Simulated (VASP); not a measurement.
# CsLiCr2Te2S3 (R32) in VASP: settings compared, part 3 of 3

VASP 6.6.1.

## (5) Relaxation of cell and atoms, r2SCAN, collinear spin, ferromagnetic start

INCAR

```
ALGO = Normal
EDIFF = 1E-7
EDIFFG = -0.02
ENCUT = 600
IBRION = 2
ISIF = 3
ISMEAR = -1
ISPIN = 2
KPAR = 4
LASPH = T
LCHARG = F
LMAXMIX = 4
LMIXTAU = T
LORBIT = 11
LREAL = F
LWAVE = F
MAGMOM = 0 0 3 3 0 0 0 0 0
METAGGA = R2SCAN
NELM = 100
NSW = 40
PREC = Accurate
SIGMA = 0.05
```

KPOINTS

```
k-points
0
Gamma
  5 5 5
```

POSCAR

```
CsLiCr2Te2S3
1.0
    3.3192900000      1.9163900000      6.8798200000
   -3.3192900000      1.9163900000      6.8798200000
    0.0000000000     -3.8327900000      6.8798200000
Cs Li Cr Te S
1 1 2 2 3
Direct
    0.0000000000      0.0000000000      0.0000000000
    0.5000000000      0.5000000000      0.5000000000
    0.7984800000      0.7984800000      0.7984800000
    0.2015200000      0.2015200000      0.2015200000
    0.6799000000      0.6799000000      0.6799000000
    0.3201000000      0.3201000000      0.3201000000
    0.1362600000      0.8637400000      0.5000000000
    0.5000000000      0.1362600000      0.8637400000
    0.8637400000      0.5000000000      0.1362600000
```

Started as:

```bash
> cat potpaw_PBE.64/Cs_sv/POTCAR potpaw_PBE.64/Li_sv/POTCAR potpaw_PBE.64/Cr_pv/POTCAR potpaw_PBE.64/Te/POTCAR potpaw_PBE.64/S/POTCAR > POTCAR
> mpirun -np 4 vasp_std > vasp.out
```

Wall time 2.8 h (4 MPI ranks of Intel Xeon 6975P-C (Granite Rapids), shared host); peak memory 1.3 GiB.

The run converged. Its results:

| Property | Result |
| --- | --- |
| Free energy | -139.1577 eV |
| Relaxed volume | 28.33 Å³/atom |
| Relaxed cell | a = 7.666 Å, b = 7.666 Å, c = 7.666 Å, α = 51.53°, β = 51.53°, γ = 51.53° |
| Space group after relaxing (to 0.05 Å) | R32 (No. 155) |
| Energy gained by relaxing | 3.6 meV/atom |
| Ionic steps | 14 |
| Pressure after relaxing | 0.0 GPa |
| Largest force after relaxing | 0.009 eV/Å |
| Band gap on the k mesh | none (metal or under the smearing width) |
| Net moment | 4.00 μB per cell |
| Site moments | Cs -0.01; Li +0.00; Cr +2.82; Te -0.43; S -0.14 μB |
| Valence electrons inside the program's atomic spheres | Cs 6.60; Li 2.03; Cr 10.92; Te 3.42; S 3.77 |

Forces in eV/Å, atoms in the order of the input:
```
Cs   0.000  0.000  0.000
Li   0.000  0.000  0.000
Cr   0.000  0.000 -0.009
Cr   0.000  0.000  0.009
Te   0.000  0.000  0.007
Te   0.000  0.000 -0.007
S   -0.006  0.000  0.000
S    0.003 -0.005  0.000
S    0.003  0.005  0.000
```

The path:
```
step  energy change (eV)  largest force (eV/Å)  pressure (GPa)  volume (Å³)
   1              0.0000                0.2313            0.21       262.58
   2             -0.0066                0.0847           -0.15       264.03
   3             -0.0071                0.0645           -0.26       264.51
   4             -0.0124                0.0588           -0.24       263.36
   5             -0.0186                0.0947           -0.19       261.33
   6             -0.0170                0.1834           -0.06       257.25
   7             -0.0203                0.1258           -0.14       259.72
   8             -0.0232                0.0872            0.10       257.14
   9             -0.0233                0.0699            0.07       257.40
  10             -0.0259                0.0702            0.06       257.01
  11             -0.0302                0.0692            0.02       255.84
  12             -0.0306                0.0698            0.00       255.35
  13             -0.0322                0.0318           -0.02       255.14
  14             -0.0325                0.0091           -0.03       255.00
```

Final structure:
```xyz
9
Lattice="3.3321 1.9238 6.6302 -3.3321 1.9238 6.6302 0.0000 -3.8476 6.6302" Properties=species:S:1:pos:R:3 pbc="T T T"
Cs    0.0000   -3.8476    6.6302
Li    0.0000    0.0000    9.9453
Cr    0.0000    0.0000   15.8623
Cr    0.0000    0.0000    4.0283
Te    0.0000    0.0000   13.3918
Te    0.0000    0.0000    6.4988
S    -2.4085    0.0000    9.9453
S     1.2043   -2.0859    9.9453
S     1.2043    2.0858    9.9453
```

Levels at points of the mesh, in eV from the Fermi level:
Spin up:
```
           k point  band 31  band 32  band 33  band 34  band 35  band 36  band 37  band 38  band 39  band 40
(0.00, 0.00, 0.00)    -1.72    -0.49    -0.49    -0.34    -0.34     0.17     0.47     0.47     1.10     1.11
```
Spin down:
| k point | band 27 | band 28 | band 29 | band 30 | band 31 | band 32 | band 33 | band 34 | band 35 | band 36 |
| --- | --- | --- | --- | --- | --- | --- | --- | --- | --- | --- |
| (0.00, 0.00, 0.00) | -2.04 | -1.96 | -1.66 | -0.26 | -0.26 | 1.47 | 1.47 | 1.66 | 1.92 | 1.92 |

Caveat: the cutoff is under 1.25 times the usual one of these potentials, so pressure, stress and relaxed cells hold a basis-set (Pulay) error; the PAW data sets were made with another functional, which shifts forces and pressure a little; only a ferromagnetic start was run, and an antiferromagnetic order may lie lower in energy.

## (6) Atomic charges, PBE, collinear spin, ferromagnetic start

INCAR

```
SYSTEM = CsLiCr2Te2S3
PREC = Accurate ; ENCUT = 520
EDIFF = 1E-6 ; ISMEAR = -1
SIGMA = 0.05 ; LREAL = .FALSE.
LASPH = .TRUE. ; NELM = 100
ALGO = Normal ; ISIF = 2
LWAVE = .FALSE. ; LCHARG = .FALSE.
ISPIN = 2 ; MAGMOM = 0 0 3 3 0 0 0 0 0
LORBIT = 11 ; LMAXMIX = 4
GGA = PE ; KPAR = 4
```

KPOINTS

```
Automatic mesh
0
G
  5 5 5
  0 0 0
```

POSCAR is that of step 5.

Potentials or basis: VASP PAW PBE potentials, release 64 (Cs_sv, Li_sv, Cr_pv, Te, S).

Started as:

```bash
> cat potpaw_PBE.64/Cs_sv/POTCAR potpaw_PBE.64/Li_sv/POTCAR potpaw_PBE.64/Cr_pv/POTCAR potpaw_PBE.64/Te/POTCAR potpaw_PBE.64/S/POTCAR > POTCAR
> mpirun -np 4 vasp_std > vasp.out
```

OUTCAR:

```text
SYSTEM = CsLiCr2Te2S3
   PREC = Accurate
   ENCUT = 520
   EDIFF = 1E-6
   ISMEAR = -1
   LREAL = .FALSE.
   LASPH = .TRUE.
   NELM = 100
   ISIF = 2
   ISPIN = 2
   LORBIT = 11
   GGA = PE

 ion  position               nearest neighbor table
   1  0.000  0.000  0.000-
   2  0.500  0.500  0.500-   7 2.41   8 2.41   9 2.41
   3  0.798  0.798  0.798-   7 2.24   8 2.24   9 2.24   5 2.45
   4  0.202  0.202  0.202-   7 2.24   9 2.24   8 2.24   6 2.45
   5  0.680  0.680  0.680-   3 2.45
   6  0.320  0.320  0.320-   4 2.45
   7  0.136  0.864  0.500-   3 2.24   4 2.24   2 2.41
   8  0.500  0.136  0.864-   3 2.24   4 2.24   2 2.41
   9  0.864  0.500  0.136-   4 2.24   3 2.24   2 2.41

  LATTYP: Found a trigonal (rhomboedric) cell.
 ALAT       =     7.8754149077
 COS(alpha) =     0.6447177554

  Lattice vectors:

 A1 = (   3.3192900000,   1.9163900000,   6.8798200000)
 A2 = (  -3.3192900000,   1.9163900000,   6.8798200000)
 A3 = (   0.0000000000,  -3.8327900000,   6.8798200000)
[... 1928 lines left out ...]

 VOLUME and BASIS-vectors are now :
 -----------------------------------------------------------------------------
  energy-cutoff  :      520.00
  volume of cell :      262.58
      direct lattice vectors                 reciprocal lattice vectors
     3.319290000  1.916390000  6.879820000     0.150634624  0.086968924  0.048450922
    -3.319290000  1.916390000  6.879820000    -0.150634624  0.086968924  0.048450922
     0.000000000 -3.832790000  6.879820000     0.000000000 -0.173937849  0.048450796

 POSITION                                       TOTAL-FORCE (eV/Angst)
 -----------------------------------------------------------------------------------
      0.00000      0.00000      0.00000         0.000000     -0.000000      0.000000
      0.00000     -0.00001     10.31973         0.000000     -0.000000      0.000000
      0.00000     -0.00001     16.48020         0.000000      0.000000     -0.013636
      0.00000     -0.00000      4.15926         0.000000     -0.000000      0.013636
      0.00000     -0.00001     14.03277         0.000000     -0.000000      0.011595
      0.00000     -0.00000      6.60669         0.000000      0.000000     -0.011595
     -2.41472     -0.00001     10.31973        -0.002648     -0.000000      0.000000
      1.20736     -2.09121     10.31973         0.001324     -0.002293      0.000000
      1.20736      2.09120     10.31973         0.001324      0.002293      0.000000
 -----------------------------------------------------------------------------------
    total drift:                                0.000018      0.000000     -0.000000

  FREE ENERGIE OF THE ION-ELECTRON SYSTEM (eV)
  ---------------------------------------------------
  free  energy   TOTEN  =       -45.6834429794 eV

  energy  without entropy=      -45.6635689360  energy(sigma->0) =      -45.67350596

 total charge

# of ion       s       p       d       tot
------------------------------------------
    1        1.834   4.699   0.037   6.570
    2        2.015   0.044   0.000   2.059
    3        0.342   6.287   4.157  10.786
    4        0.342   6.287   4.157  10.786
    5        1.385   1.988   0.020   3.393
    6        1.385   1.988   0.020   3.393
    7        1.330   2.416   0.000   3.746
    8        1.330   2.416   0.000   3.746
    9        1.330   2.416   0.000   3.746
--------------------------------------------------
tot         11.295  28.541   8.390  48.226

 magnetization (x)

# of ion       s       p       d       tot
------------------------------------------
    1       -0.000  -0.006  -0.002  -0.008
    2        0.002   0.002   0.000   0.004
    3        0.032   0.027   2.262   2.321
    4        0.032   0.027   2.262   2.321
    5       -0.006  -0.226   0.003  -0.229
    6       -0.006  -0.226   0.003  -0.229
    7       -0.004  -0.080   0.000  -0.084
    8       -0.004  -0.080   0.000  -0.084
    9       -0.004  -0.080   0.000  -0.084
--------------------------------------------------
tot          0.041  -0.643   4.530   3.928
```

stdout:

```text
POSCAR found type information on POSCAR CsLiCrTeS
 POSCAR found :  5 types and       9 ions
 scaLAPACK will be used
 LDA part: xc-table for (Slater+PW92), standard interpolation
 POSCAR, INCAR and KPOINTS ok, starting setup
 FFT: planning ... GRIDC
 FFT: planning ... GRID_SOFT
 FFT: planning ... GRID
 WAVECAR not read
 entering main loop
```

Run time: 4.6 min. Hardware: 4 MPI ranks of Intel Xeon 6975P-C (Granite Rapids), shared host; peak memory 0.93 GiB.

What came out:

| Property | Result |
| --- | --- |
| Free energy | -45.6834 eV |
| Largest force | 0.014 eV/Å |
| Band gap on the k mesh | none (metal or under the smearing width) |
| Net moment | 4.00 μB per cell |
| Site moments | Cs -0.01; Li +0.00; Cr +2.32; Te -0.23; S -0.08 μB |
| Valence electrons inside the program's atomic spheres | Cs 6.57; Li 2.06; Cr 10.79; Te 3.39; S 3.75 |

Forces in eV/Å, atoms in the order of the input:
```
Cs   0.000  0.000  0.000
Li   0.000  0.000  0.000
Cr   0.000  0.000 -0.014
Cr   0.000  0.000  0.014
Te   0.000  0.000  0.012
Te   0.000  0.000 -0.012
S   -0.003  0.000  0.000
S    0.001 -0.002  0.000
S    0.001  0.002  0.000
```

Levels at points of the mesh, in eV from the Fermi level:
Spin up:
```
           k point  band 31  band 32  band 33  band 34  band 35  band 36  band 37  band 38  band 39  band 40
(0.00, 0.00, 0.00)    -1.48    -0.49    -0.49    -0.16    -0.16     0.07     0.34     0.34     1.71     1.79
```
Spin down:
```
           k point  band 27  band 28  band 29  band 30  band 31  band 32  band 33  band 34  band 35  band 36
(0.00, 0.00, 0.00)    -2.07    -2.03    -1.75    -0.22    -0.22     0.73     0.73     1.06     1.06     1.08
```

Caveat: the cutoff is under 1.25 times the usual one of these potentials, so pressure, stress and relaxed cells hold a basis-set (Pulay) error; only a ferromagnetic start was run, and an antiferromagnetic order may lie lower in energy. With open d or f shells a metallic result of PBE can be an artefact of self-interaction; +U or a hybrid may open a gap.

## (7) For comparison

An earlier run on the cell as given: functional PBE; potentials or basis VASP PAW PBE potentials, release 64 (Cs_sv, Li_sv, Cr_pv, Te, S); cutoff 520 eV; k mesh 5 × 5 × 5; occupations fermi-dirac, width 0.05 eV; collinear spin, ferromagnetic start; starting moments [0.0, 0.0, 3.0, 3.0, 0.0, 0.0, 0.0, 0.0, 0.0] μB.

* Largest force: 0.014 eV/Å
* Band gap on the k mesh: none (metal or under the smearing width)
* Net moment: 4.00 μB per cell
* Site moments: Cs -0.01; Li +0.00; Cr +2.32; Te -0.23; S -0.08 μB
* Valence electrons inside the program's atomic spheres: Cs 6.57; Li 2.06; Cr 10.79; Te 3.39; S 3.75

## (8) Summary

```tsv
task	level	cell	cutoff (eV)	gap on the mesh (eV)	pressure (GPa)	moment (μB)	relaxed volume (Å³/atom)	largest force (eV/Å)
relaxation of cell and atoms	PBE+D3(BJ)	relaxed	600	none	0.0	4.00	26.19	0.01
relaxation of cell and atoms	PBE+D4	relaxed	600	none	0.0	4.00	28.39	0.01
relaxation of cell and atoms	PBE+TS	relaxed	600	none	0.0	4.00	25.54	0.01
relaxation of cell and atoms	r2SCAN	relaxed	600	none	0.0	4.00	28.33	0.01
atomic charges	PBE	as given	520	none	-	4.00	-	0.01
single point	PBE	as given	520	none	-	4.00	-	0.01
```

Alike in all rows: potentials or basis VASP PAW PBE potentials, release 64 (Cs_sv, Li_sv, Cr_pv, Te, S); spin collinear, ferromagnetic start; k mesh 5 × 5 × 5; smearing fermi-dirac 0.05 eV.

Caveats: the cutoff is under 1.25 times the usual one of these potentials, so pressure, stress and relaxed cells hold a basis-set (Pulay) error; only a ferromagnetic start was run, and an antiferromagnetic order may lie lower in energy; pairwise dispersion overbinds metals, which lowers pressure and volume (some runs); atom-pairwise D2, TS and ULG terms overbind metals (some runs); the PAW data sets were made with another functional, which shifts forces and pressure a little (some runs).

Absolute energies hang on the potentials; compare differences alone.
